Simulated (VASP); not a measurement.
# NaSb2Au (P-3m1) in VASP: settings compared, part 3 of 3

VASP 6.6.1.

### 4 Band structure, TPSS

Input file INCAR:

```
PREC     = Accurate       # precision mode
ENCUT    = 520            # plane-wave cutoff, eV
EDIFF    = 1E-6           # SCF threshold, eV
ISMEAR   = -1             # smearing method
SIGMA    = 0.05           # smearing width, eV
LREAL    = False          # projectors in reciprocal space
LASPH    = True           # aspherical terms in the spheres
NELM     = 80             # most SCF steps
ALGO     = Normal         # electronic algorithm
ISIF     = 2              # what is computed and relaxed
LWAVE    = False          # write WAVECAR
LCHARG   = False          # write CHGCAR
LMAXMIX  = 4              # l up to which the mixer works
METAGGA  = TPSS           # meta-GGA
LMIXTAU  = True
```

Input file KPOINTS:

```
Automatic mesh
0
Gamma
  5 5 3
```

Input file POSCAR:

```
NaSb2Au
1.0
    4.3573000000      0.0000000000      0.0000000000
   -2.1786500000      3.7735400000      0.0000000000
    0.0000000000      0.0000000000      6.8184700000
Na Sb Au
1 2 1
Direct
    0.0000000000      0.0000000000      0.5000000000
    0.6666700000      0.3333300000      0.8163200000
    0.3333300000      0.6666700000      0.1836800000
    0.0000000000      0.0000000000      0.0000000000
```

Input file KPOINTS_OPT:

```
path GMKGALHA,LM,KH
15
line-mode
reciprocal
 0.0000000000  0.0000000000  0.0000000000  G
 0.5000000000  0.0000000000  0.0000000000  M

 0.5000000000  0.0000000000  0.0000000000  M
 0.3333333333  0.3333333333  0.0000000000  K

 0.3333333333  0.3333333333  0.0000000000  K
 0.0000000000  0.0000000000  0.0000000000  G

 0.0000000000  0.0000000000  0.0000000000  G
 0.0000000000  0.0000000000  0.5000000000  A

 0.0000000000  0.0000000000  0.5000000000  A
 0.5000000000  0.0000000000  0.5000000000  L

 0.5000000000  0.0000000000  0.5000000000  L
 0.3333333333  0.3333333333  0.5000000000  H

 0.3333333333  0.3333333333  0.5000000000  H
 0.0000000000  0.0000000000  0.5000000000  A

 0.5000000000  0.0000000000  0.5000000000  L
 0.5000000000  0.0000000000  0.0000000000  M

 0.3333333333  0.3333333333  0.0000000000  K
 0.3333333333  0.3333333333  0.5000000000  H
```

Potentials or basis: VASP PAW PBE potentials, release 64 (Na_pv, Sb, Au).

Started as:

```
$ cat potpaw_PBE.64/Na_pv/POTCAR potpaw_PBE.64/Sb/POTCAR potpaw_PBE.64/Au/POTCAR > POTCAR
$ mpirun -np 1 vasp_std > vasp.out
```

OUTCAR:

```text
PREC = Accurate
   ENCUT = 520
   EDIFF = 1E-6
   ISMEAR = -1
   LREAL = False
   LASPH = True
   NELM = 80
   ISIF = 2
   METAGGA = TPSS

 ion  position               nearest neighbor table
   1  0.000  0.000  0.500-
   2  0.667  0.333  0.816-   4 2.81   4 2.81   4 2.81   3 3.55   3 3.55   3 3.55
   3  0.333  0.667  0.184-   4 2.81   4 2.81   4 2.81   2 3.55   2 3.55   2 3.55
   4  0.000  0.000  0.000-   2 2.81   3 2.81   2 2.81   3 2.81   2 2.81   3 2.81

  LATTYP: Found a hexagonal cell.
 ALAT       =     4.3573000000
 C/A-ratio  =     1.5648383173

  Lattice vectors:

 A1 = (   4.3573000000,   0.0000000000,   0.0000000000)
 A2 = (  -2.1786500000,   3.7735400000,   0.0000000000)
 A3 = (   0.0000000000,   0.0000000000,   6.8184700000)

Analysis of symmetry for initial positions (statically):
=====================================================================
 Subroutine PRICEL returns:
 Original cell was already a primitive cell.

 Routine SETGRP: Setting up the symmetry group for a
 hexagonal supercell.

 Subroutine GETGRP returns: Found  4 space group operations
 (whereof  4 operations were pure point group operations)
 out of a pool of 24 trial point group operations.

The static configuration has the point symmetry C_2h.

Analysis of symmetry for dynamics (positions and initial velocities):
=====================================================================
 Subroutine PRICEL returns:
 Original cell was already a primitive cell.

 Routine SETGRP: Setting up the symmetry group for a
 hexagonal supercell.

 Subroutine GETGRP returns: Found  4 space group operations
 (whereof  4 operations were pure point group operations)
 out of a pool of 24 trial point group operations.

The dynamic configuration has the point symmetry C_2h.

[... 116 lines left out ...]
   ISMEAR =    -1;   SIGMA  =   0.05  broadening in eV -4-tet -1-fermi 0-gaus
   EFERMI_NEDOS =   21; number of points for ismear=-14 and -15
   IALGO  =     38    algorithm
   IMIX   =      4    mixing-type and parameters
     AMIX     =   0.40;   BMIX     =  1.00
     AMIX_MAG =   1.60;   BMIX_MAG =  1.00
  volume/ion in A,a.u.               =      28.03       189.14
  Fermi-wavevector in a.u.,A,eV,Ry     =   1.030963  1.948237 14.461423  1.062885
  Thomas-Fermi vector in A             =   2.165087
   LORBIT       =      0    0 simple, 1 ext, 2 COOP (PROOUT), +10 PAW based schemes
   METAGGA = TPSS    functional components
   LHFCALC =     F    Hartree Fock is set to
   AEXX    =    0.0000 exact exchange contribution
   IVDW    =     0    specifies the selected vdW correction
   LEPSILON=     F    determine dielectric tensor
   LRPA    =     F    only Hartree local field effects (RPA)
 non-spin polarized calculation
  energy-cutoff  :      520.00
  volume of cell :      112.11
 maximum number of plane-waves:      3042
   NGX = 17   NGY = 17   NGZ = 25

 number of electron      27.9999988 magnetization

 Free energy of the ion-electron system (eV)
  ---------------------------------------------------
  ext. energy  EPLUGINS =         0.00000000
  ---------------------------------------------------
  free energy    TOTEN  =       -33.04535191 eV

  energy without entropy =      -33.02693483  energy(sigma->0) =      -33.03614337

 E-fermi :   5.4232     XC(G=0):  -9.3027

 val. band max:        5.4204775030   @ k =   0.0000   0.0000   0.3333
 cond. band min:       5.4747344793   @ k =   0.0000   0.0000   0.0000
 fundamental gap:      0.0542569763
 Fermi energy:         5.4232008085

 k-point     1 :       0.0000    0.0000    0.0000
  band No.  band energies     occupation
      1     -19.5137      2.00000
      2     -19.5137      2.00000
      3     -19.5009      2.00000
      4      -6.2498      2.00000
      5      -3.4804      2.00000
      6      -0.7323      2.00000
[... 481 lines left out ...]
      5      -4.2464      2.00000
      6      -0.7415      2.00000
[... 10 lines left out ...]
     17       8.2864      0.00000
     18       9.9284      0.00000

------------------------ aborting loop because EDIFF is reached ----------------------------------------

  FORCE on cell =-STRESS in cart. coord.  units (eV):
  Direction    XX          YY          ZZ          XY          YZ          ZX
  --------------------------------------------------------------------------------------
  -------------------------------------------------------------------------------------
  Total       -0.5727379     -0.5729274     -0.6202488     -0.0001621     -0.0000285      0.0000495
  in kB       -8.1848961     -8.1876035     -8.8638660     -0.0023165     -0.0004077      0.0007073
  external PRESSURE =      -8.4121219 kB  Pullay stress =       0.0000000 kB

 VOLUME and BASIS-vectors are now :
 -----------------------------------------------------------------------------
  energy-cutoff  :      520.00
  volume of cell :      112.11
      direct lattice vectors                 reciprocal lattice vectors
     4.357300000  0.000000000  0.000000000     0.229499920  0.132501577  0.000000000
    -2.178650000  3.773540000  0.000000000     0.000000000  0.265003154  0.000000000
     0.000000000  0.000000000  6.818470000     0.000000000  0.000000000  0.146660468

 POSITION                                       TOTAL-FORCE (eV/Angst)
 -----------------------------------------------------------------------------------
      0.00000      0.00000      3.40923        -0.000000      0.000000      0.000000
      2.17867      1.25783      5.56605        -0.000045      0.000026      0.112029
     -0.00002      2.51571      1.25242         0.000045     -0.000026     -0.112029
      0.00000      0.00000      0.00000        -0.000000      0.000000      0.000000
 -----------------------------------------------------------------------------------
    total drift:                               -0.000000     -0.000000      0.000000

  FREE ENERGIE OF THE ION-ELECTRON SYSTEM (eV)
  ---------------------------------------------------
  free  energy   TOTEN  =       -33.0453519124 eV

  energy  without entropy=      -33.0269348300  energy(sigma->0) =      -33.03614337
```

stdout:

```text
POSCAR found type information on POSCAR NaSbAu
 POSCAR found :  3 types and       4 ions
 scaLAPACK will be used
 -----------------------------------------------------------------------------
|                                                                             |
|                                                                             |
|     You enforced a specific xc type in the INCAR file but a different       |
|     I HOPE YOU KNOW WHAT YOU ARE DOING!                                     |
|                                                                             |
 -----------------------------------------------------------------------------

 LDA part: xc-table for (None), standard interpolation
 POSCAR, INCAR and KPOINTS ok, starting setup
 FFT: planning ... GRIDC
 FFT: planning ... GRID_SOFT
 FFT: planning ... GRID
 WAVECAR not read
 entering main loop
 Start KPOINTS_OPT (optional k-point list driver)
k-point batch [1-24\135]
k-point batch [25-48\135]
k-point batch [49-72\135]
k-point batch [73-96\135]
k-point batch [97-120\135]
k-point batch [121-135\135]
```

Wall time 5.8 min (1 thread of Intel Xeon 6975P-C (Granite Rapids), shared host); peak memory 0.26 GiB.

Results:

```yaml
Free_energy: -33.0454 eV
Pressure: -0.8 GPa
Largest_force: 0.112 eV/Å
Band_gap_along_the_path: none (metal or under the smearing width)
```

Forces on the atoms (eV/Å):
```
Na   0.000  0.000  0.000
Sb   0.000  0.000  0.112
Sb   0.000  0.000 -0.112
Au   0.000  0.000  0.000
```

Levels at the corners of the path, in eV from the Fermi level:
| point | band 11 | band 12 | band 13 | band 14 | band 15 | band 16 | band 17 | band 18 |
| --- | --- | --- | --- | --- | --- | --- | --- | --- |
| Γ | -3.31 | 0.05 | 0.05 | 0.47 | 1.24 | 1.24 | 2.19 | 3.40 |
| M | -3.78 | -3.45 | -2.35 | -1.80 | 0.20 | 1.65 | 1.71 | 3.67 |
| M | -3.78 | -3.45 | -2.35 | -1.80 | 0.20 | 1.65 | 1.71 | 3.67 |
| K | -5.07 | -2.39 | -2.39 | -1.95 | -0.10 | -0.10 | 2.36 | 5.29 |
| K | -5.07 | -2.39 | -2.39 | -1.95 | -0.10 | -0.10 | 2.36 | 5.29 |
| Γ | -3.31 | 0.05 | 0.05 | 0.47 | 1.24 | 1.24 | 2.19 | 3.40 |
| Γ | -3.31 | 0.05 | 0.05 | 0.47 | 1.24 | 1.24 | 2.19 | 3.40 |
| A | -2.22 | -1.42 | -0.02 | -0.02 | 1.40 | 1.40 | 2.96 | 3.11 |
| A | -2.22 | -1.42 | -0.02 | -0.02 | 1.40 | 1.40 | 2.96 | 3.11 |
| L | -3.99 | -3.89 | -2.27 | -0.81 | 0.39 | 1.28 | 2.36 | 3.66 |
| L | -3.99 | -3.89 | -2.27 | -0.81 | 0.39 | 1.28 | 2.36 | 3.66 |
| H | -5.04 | -2.81 | -2.81 | -2.41 | 1.19 | 1.19 | 4.12 | 4.12 |
| H | -5.04 | -2.81 | -2.81 | -2.41 | 1.19 | 1.19 | 4.12 | 4.12 |
| A | -2.22 | -1.42 | -0.02 | -0.02 | 1.40 | 1.40 | 2.96 | 3.11 |
| L | -3.99 | -3.89 | -2.27 | -0.81 | 0.39 | 1.28 | 2.36 | 3.66 |
| M | -3.78 | -3.45 | -2.35 | -1.80 | 0.20 | 1.65 | 1.71 | 3.67 |
| K | -5.07 | -2.39 | -2.39 | -1.95 | -0.10 | -0.10 | 2.36 | 5.29 |
| H | -5.04 | -2.81 | -2.81 | -2.41 | 1.19 | 1.19 | 4.12 | 4.12 |

Caveat: the PAW data sets were made with another functional, which shifts forces and pressure a little; spin-orbit coupling is left out, which moves the levels of the heavy elements.

### 5 Summary

| level | pressure (GPa) | largest force (eV/Å) |
| --- | --- | --- |
| r2SCAN | -1.6 | 0.15 |
| SCAN | -3.2 | 0.44 |
| TPSS | -0.8 | 0.11 |

Alike in all rows: task band structure; potentials or basis VASP PAW PBE potentials, release 64 (Na_pv, Sb, Au); no spin polarisation; cell as given; k mesh 5 × 5 × 3; cutoff (eV) 520; smearing fermi-dirac 0.05 eV.

The pressure there spans -3.2 GPa (SCAN) to -0.8 GPa (TPSS); a positive pressure means that this level wants a larger cell, a negative one a smaller.

Caveats: the PAW data sets were made with another functional, which shifts forces and pressure a little; spin-orbit coupling is left out, which moves the levels of the heavy elements.

Absolute energies hang on the potentials; compare differences alone.
